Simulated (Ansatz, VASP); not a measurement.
# One calculation of CsAg3O2, two programs

```
Cs Ag O
1.0
     6.00229    0.00000    0.00000
    -3.00115    5.19814    0.00000
     0.00000    0.00000    3.53525
Cs Ag O
1 3 2
Direct
  0.00000 0.00000 0.00000
  0.00000 0.50000 0.50000
  0.50000 0.50000 0.50000
  0.50000 0.00000 0.50000
  0.66667 0.33333 0.00000
  0.33333 0.66667 0.00000
```

Change from the starting cell: species swapped into the TbAl3Cu2 type (P6/mmm, No. 191).

Alike in both runs: functional PBE; k mesh 3 × 3 × 6; occupations gaussian, width 0.1 eV; no spin polarisation.

Ansatz relaxed the structure, and its values are those at the end. VASP's run is a single point on that final structure, the one shown.

|  | VASP | Ansatz |
| --- | --- | --- |
| version | VASP 6.6.1 | Ansatz 0.2.0 |
| potentials or method | VASP PAW PBE potentials, release 64 (Cs_sv, Ag, O) | scalar-relativistic, plane waves, PAW |
| plane-wave cutoff (eV) | 520 | 420 |
| valence electrons in the cell | 54 | 78 |

```tsv
	VASP	Ansatz	Ansatz less VASP
gap on the k mesh at the Fermi level (eV)	none	none	-
pressure (GPa)	-0.1	-0.1	0.00
```

A gap of «none» marks a metal or a gap that the smearing closes. The two sets of potentials don't hold the same shells in valence.

Caveats: the k mesh is coarse (spacing up to 0.40 Å⁻¹), so the values aren't converged. Spin-orbit coupling is left out, which matters for the levels of Cs.
